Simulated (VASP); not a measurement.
# BaRe (R-3m) in VASP: single point with PBE

Aim: the single point of BaRe with PBE.

Everything below comes from runs of VASP 6.6.1. Logs are shortened: lines on timing, memory, paths and dates and some standing lists are left out, and cuts for length are marked.

### Step 1. Starting point

Symmetry: R-3m, No. 166, trigonal system. Conventional cell: a = 3.951 Å, b = 3.951 Å, c = 17.344 Å, α = 90.00°, β = 90.00°, γ = 120.00°. Around Ba (site symmetry -3m) lie 6 Re at 3.68 Å and 6 Ba at 3.95 Å. Around Re (site symmetry -3m) lie 6 Ba at 3.68 Å and 6 Re at 3.95 Å.

The cell was built by a generator and needn't be a form met in nature.

### Step 2. Single point, PBE

INCAR

```
  PREC = Accurate
  ENCUT = 520
  EDIFF = 1E-6
  ISMEAR = 0
  SIGMA = 0.1
  LREAL = F
  LASPH = T
  NELM = 100
  ALGO = Fast
  ISIF = 2
  LWAVE = F
  LCHARG = T
  GGA = PE
  LELF = T
  LVHAR = T
  NBANDS = 16
```

KPOINTS

```
Automatic mesh
0
Gamma
  6 6 6
```

POSCAR

```
BaRe
1.0
    1.9754889200      1.1405490600      5.7812730800
   -1.9754889200      1.1405490600      5.7812730800
    0.0000000000     -2.2810981100      5.7812730800
Ba Re
1 1
Direct
    0.0000000000      0.0000000000      0.0000000000
    0.5000000000      0.5000000000      0.5000000000
```

Potentials or basis: VASP PAW PBE potentials, release 64 (Ba_sv, Re).

Command:

```console
cat potpaw_PBE.64/Ba_sv/POTCAR potpaw_PBE.64/Re/POTCAR > POTCAR
mpirun -np 1 vasp_std > vasp.out
```

OUTCAR:

```text
PREC = Accurate
   ENCUT = 520
   EDIFF = 1E-6
   ISMEAR = 0
   LREAL = F
   LASPH = T
   NELM = 100
   ISIF = 2
   GGA = PE

 ion  position               nearest neighbor table
   1  0.000  0.000  0.000-   2 3.68   2 3.68   2 3.68   2 3.68   2 3.68   2 3.68
   2  0.500  0.500  0.500-   1 3.68   1 3.68   1 3.68   1 3.68   1 3.68   1 3.68

  LATTYP: Found a trigonal (rhomboedric) cell.
 ALAT       =     6.2150243006
 COS(alpha) =     0.7979338679

  Lattice vectors:

 A1 = (   1.9754889200,   1.1405490600,   5.7812730800)
 A2 = (  -1.9754889200,   1.1405490600,   5.7812730800)
 A3 = (   0.0000000000,  -2.2810981100,   5.7812730800)

Analysis of symmetry for initial positions (statically):
=====================================================================
 Subroutine PRICEL returns:
 Original cell was already a primitive cell.

 Routine SETGRP: Setting up the symmetry group for a
 trigonal (rhombohedral) supercell.

 Subroutine GETGRP returns: Found 12 space group operations
 (whereof 12 operations were pure point group operations)
 out of a pool of 12 trial point group operations.

The static configuration has the point symmetry D_3d.

Analysis of symmetry for dynamics (positions and initial velocities):
=====================================================================
 Subroutine PRICEL returns:
 Original cell was already a primitive cell.

 Routine SETGRP: Setting up the symmetry group for a
 trigonal (rhombohedral) supercell.

 Subroutine GETGRP returns: Found 12 space group operations
 (whereof 12 operations were pure point group operations)
 out of a pool of 12 trial point group operations.

The dynamic configuration has the point symmetry D_3d.

 Subroutine INISYM returns: Found 12 space group operations
 (whereof 12 operations are pure point group operations),
 and found     1 'primitive' translations

----------------------------------------------------------------------------------------

                                     Primitive cell

  volume of cell :      78.1562

  direct lattice vectors                    reciprocal lattice vectors
     1.975488920  1.140549060  5.781273080     0.253101900  0.146128451  0.057657427
    -1.975488920  1.140549060  5.781273080    -0.253101900  0.146128451  0.057657427
     0.000000000 -2.281098110  5.781273080     0.000000000 -0.292256902  0.057657428

  length of vectors
     6.215024301  6.215024301  6.215024297     0.297890039  0.297890039  0.297890039

  position of ions in fractional coordinates (direct lattice)
     0.000000000  0.000000000  0.000000000
     0.500000000  0.500000000  0.500000000

  ion indices of the primitive-cell ions
   primitive index   ion index
                 1           1
                 2           2

----------------------------------------------------------------------------------------

 KPOINTS: Automatic mesh

Automatic generation of k-mesh.
 Grid dimensions read from file:
 generate k-points for:    6    6    6

 Generating k-lattice:

  Cartesian coordinates                     Fractional coordinates (reciprocal lattice)
     0.042183650  0.024354742  0.009609571     0.166666667  0.000000000  0.000000000
    -0.042183650  0.024354742  0.009609571     0.000000000  0.166666667  0.000000000
     0.000000000 -0.048709484  0.009609571     0.000000000  0.000000000  0.166666667

  Length of vectors
     0.049648340  0.049648340  0.049648340

  Shift w.r.t. Gamma in fractional coordinates (k-lattice)
     0.000000000  0.000000000  0.000000000

 Subroutine IBZKPT returns following result:
 ===========================================

 Found     32 irreducible k-points:

 Following reciprocal coordinates:
            Coordinates               Weight
  0.000000  0.000000  0.000000      1.000000
  0.166667  0.000000  0.000000      6.000000
  0.333333 -0.000000  0.000000      6.000000
  0.500000  0.000000  0.000000      3.000000
  0.166667  0.166667  0.000000      6.000000
  0.333333  0.166667  0.000000     12.000000
[... 16 lines left out ...]
  0.500000  0.500000  0.166667      6.000000
 -0.333333  0.500000  0.166667     12.000000
 [... further k-points ...]
   k-points           NKPTS =     32   k-points in BZ     NKDIM =     32   number of bands    NBANDS=     16
   number of dos      NEDOS =    301   number of ions     NIONS =      2
   total plane-waves  NPLWV = 110592
   dimension x,y,z NGX =    48 NGY =   48 NGZ =   48
   dimension x,y,z NGXF=    96 NGYF=   96 NGZF=   96
   ions per type =               1   1
   NGX,Y,Z   is equivalent  to a cutoff of  12.84, 12.84, 12.84 a.u.
   NGXF,Y,Z  is equivalent  to a cutoff of  25.68, 25.68, 25.68 a.u.
 SYSTEM =  unknown system
   PREC   = accura    normal or accurate (medium, high low for compatibility)
   ISTART =      0    job   : 0-new  1-cont  2-samecut
   ICHARG =      2    charge: 1-file 2-atom 10-const
   ISPIN  =      1    spin polarized calculation?
   LNONCOLLINEAR =      F non collinear calculations
   LSORBIT =      F    spin-orbit coupling
   LASPH  =      T    aspherical Exc in radial PAW
   ENCUT  =  520.0 eV  38.22 Ry    6.18 a.u.  11.56 11.56 11.56*2*pi/ulx,y,z
   NELM   =    100;   NELMIN=  2; NELMDL= -5     # of ELM steps
   EDIFF  = 0.1E-05   stopping-criterion for ELM
[... 8 lines left out ...]
   TEBEG  =    0.0;   TEEND  =   0.0 temperature during run
   PSTRESS=    0.0 pullay stress
   NELECT =      17.0000    total number of electrons
   NUPDOWN=      -1.0000    fix difference up-down
   EMIN   =  10.00;   EMAX   =-10.00  energy-range for DOS
   EFERMI =   0.00;   METHOD = LEGACY
   ISMEAR =     0;   SIGMA  =   0.10  broadening in eV -4-tet -1-fermi 0-gaus
   EFERMI_NEDOS =   21; number of points for ismear=-14 and -15
   IALGO  =     68    algorithm
   IMIX   =      4    mixing-type and parameters
     AMIX     =   0.40;   BMIX     =  1.00
     AMIX_MAG =   1.60;   BMIX_MAG =  1.00
  volume/ion in A,a.u.               =      39.08       263.71
  Fermi-wavevector in a.u.,A,eV,Ry     =   0.984548  1.860525 13.188589  0.969334
  Thomas-Fermi vector in A             =   2.115788
   LORBIT       =      0    0 simple, 1 ext, 2 COOP (PROOUT), +10 PAW based schemes
   GGA     = PE    functional components
   LHFCALC =     F    Hartree Fock is set to
   AEXX    =    0.0000 exact exchange contribution
   IVDW    =     0    specifies the selected vdW correction
   LEPSILON=     F    determine dielectric tensor
   LRPA    =     F    only Hartree local field effects (RPA)
 non-spin polarized calculation
 RMM-DIIS sequential band-by-band and
 Gauss-broadening in eV      SIGMA  =   0.10
  energy-cutoff  :      520.00
  volume of cell :       78.16
 maximum number of plane-waves:      2145
 NGX is ok and might be reduce to    48
   NGX = 23   NGY = 23   NGZ = 23

 number of electron      16.9999999 magnetization

 Free energy of the ion-electron system (eV)
  ---------------------------------------------------
  ext. energy  EPLUGINS =         0.00000000
  ---------------------------------------------------
  free energy    TOTEN  =        -9.03561123 eV

  energy without entropy =       -8.99335367  energy(sigma->0) =       -9.01448245

 E-fermi :   1.8103     XC(G=0):  -8.9400

 val. band max:        1.7983226531   @ k =   0.5000   0.3333   0.0000
 cond. band min:       1.8146312006   @ k =  -0.1667   0.1667   0.0000
 fundamental gap:      0.0163085476
 Fermi energy:         1.8103032370

 k-point     1 :       0.0000    0.0000    0.0000
  band No.  band energies     occupation
      1     -26.1821      2.00000
      2     -11.2433      2.00000
      3     -10.9672      2.00000
      4     -10.9672      2.00000
      5      -2.1550      2.00000
      6       0.4881      2.00000
[... 8 lines left out ...]
     15       7.6977      0.00000
     16       7.6977      0.00000

 k-point     2 :       0.1667    0.0000    0.0000
  band No.  band energies     occupation
      1     -26.1515      2.00000
      2     -11.2566      2.00000
      3     -11.2023      2.00000
      4     -11.0301      2.00000
      5      -1.6551      2.00000
      6       0.8616      2.00000
[... 8 lines left out ...]
     15       7.0105      0.00000
     16       7.6676      0.00000

 k-point     3 :       0.3333   -0.0000    0.0000
  band No.  band energies     occupation
      1     -26.0894      2.00000
      2     -11.7792      2.00000
      3     -11.1517      2.00000
      4     -11.1181      2.00000
      5      -0.4183      2.00000
      6       1.0767      2.00000
[... 8 lines left out ...]
     15       6.3089      0.00000
     16       7.2189      0.00000

 k-point     4 :       0.5000    0.0000    0.0000
  band No.  band energies     occupation
      1     -26.0578      2.00000
      2     -12.0187      2.00000
      3     -11.2105      2.00000
      4     -11.0747      2.00000
      5       0.4027      2.00000
      6       1.3978      2.00000
[... 8 lines left out ...]
     15       7.7412      0.00000
     16       8.8351      0.00000

 k-point     5 :       0.1667    0.1667    0.0000
  band No.  band energies     occupation
      1     -26.1515      2.00000
      2     -11.2565      2.00000
      3     -11.2051      2.00000
      4     -11.0295      2.00000
      5      -1.6154      2.00000
      6       0.8146      2.00000
[... 8 lines left out ...]
     15       7.4157      0.00000
     16       7.4286      0.00000

 k-point     6 :       0.3333    0.1667    0.0000
  band No.  band energies     occupation
      1     -26.1051      2.00000
      2     -11.6014      2.00000
      3     -11.1796      2.00000
      4     -11.1412      2.00000
      5      -0.7551      2.00000
      6       1.1325      2.00000
[... 8 lines left out ...]
     15       6.8373      0.00000
     16       7.7987      0.00000
[... 267 lines left out ...]
 k-point    21 :      -0.3333    0.3333    0.1667
  band No.  band energies     occupation
      1     -26.0579      2.00000
      2     -11.8863      2.00000
      3     -11.3612      2.00000
      4     -11.0722      2.00000
      5       0.1500      2.00000
      6       1.0050      2.00000
[... 8 lines left out ...]
     15       6.5700      0.00000
     16       7.7536      0.00000

 k-point    22 :      -0.1667    0.3333    0.1667
  band No.  band energies     occupation
      1     -26.0581      2.00000
      2     -11.8889      2.00000
      3     -11.3601      2.00000
      4     -11.0665      2.00000
      5       0.0515      2.00000
      6       0.9073      2.00000
[... 8 lines left out ...]
     15       7.4418      0.00000
     16       7.9274      0.00000

 k-point    23 :       0.5000    0.5000    0.1667
  band No.  band energies     occupation
      1     -26.0893      2.00000
      2     -11.7683      2.00000
      3     -11.1500      2.00000
      4     -11.1247      2.00000
      5      -0.4836      2.00000
      6       0.7007      2.00000
[... 8 lines left out ...]
     15       6.8457      0.00000
     16       7.1310      0.00000

 k-point    24 :      -0.3333    0.5000    0.1667
  band No.  band energies     occupation
      1     -26.0580      2.00000
      2     -11.8820      2.00000
      3     -11.3614      2.00000
      4     -11.0694      2.00000
      5      -0.0913      2.00000
      6       0.8507      2.00000
[... 8 lines left out ...]
     15       6.9668      0.00000
     16       7.4168      0.00000

 [... further k-points ...]
[... 5 lines left out ...]
  --------------------------------------------------------------------------------------
  -------------------------------------------------------------------------------------
  Total       -4.3027660     -4.3027660     -5.9309190      0.0000000     -0.0000000      0.0000000
  in kB      -88.2053671    -88.2053666   -121.5819982      0.0000000     -0.0000001      0.0000000
  external PRESSURE =     -99.3309106 kB  Pullay stress =       0.0000000 kB

 VOLUME and BASIS-vectors are now :
 -----------------------------------------------------------------------------
  energy-cutoff  :      520.00
  volume of cell :       78.16
      direct lattice vectors                 reciprocal lattice vectors
     1.975488920  1.140549060  5.781273080     0.253101900  0.146128451  0.057657427
    -1.975488920  1.140549060  5.781273080    -0.253101900  0.146128451  0.057657427
     0.000000000 -2.281098110  5.781273080     0.000000000 -0.292256902  0.057657428

 POSITION                                       TOTAL-FORCE (eV/Angst)
 -----------------------------------------------------------------------------------
      0.00000      0.00000      0.00000        -0.000000      0.000000      0.000000
      0.00000      0.00000      8.67191         0.000000     -0.000000     -0.000000
 -----------------------------------------------------------------------------------
    total drift:                               -0.000000      0.000000     -0.000000

  FREE ENERGIE OF THE ION-ELECTRON SYSTEM (eV)
  ---------------------------------------------------
  free  energy   TOTEN  =        -9.0356112256 eV

  energy  without entropy=       -8.9933536695  energy(sigma->0) =       -9.01448245
```

Run time: 2.6 min. Hardware: 1 thread of Intel Xeon Platinum 8559C (Emerald Rapids), shared host; peak memory 0.35 GiB.

Results:

```
Free energy            : -9.0356 eV
Pressure               : -9.9 GPa
Band gap on the k mesh : none (metal or under the smearing width)
```

Stress tensor (GPa, compression positive):
```
 -8.82   0.00   0.00
  0.00  -8.82   0.00
  0.00   0.00 -12.16
```

The run has no spin-orbit coupling, so splittings on Ba, Re are missing.
